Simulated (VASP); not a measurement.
```yaml
crystal:
  lattice:
    - [0.00000, 1.88318, 1.88318]
    - [1.88318, 0.00000, 1.88318]
    - [1.88318, 1.88318, 0.00000]
  atoms:
    - { symbol: Rh, position: [0.00000, 0.00000, 0.00000] }
```

Calculation: r2SCAN meta-GGA, VASP's PBE PAW potentials (set 64) (plane waves; VASP). Numerical set-up: 520 eV cut-off, 16×16×16 Γ-centred mesh, first-order Methfessel-Paxton smearing of 0.10 eV, potentials Rh_pv.

Q: Give the stress tensor in GPa (positive for a compressed cell).

A: 
```
9.45  0.00  0.00
0.00  9.45  0.00
0.00  0.00  9.45
```
The pressure is its mean diagonal, 9.45 GPa.

The compound is Rh in the fcc structure. This cell is one point of a volume scan, at 0.97 of the reference volume.
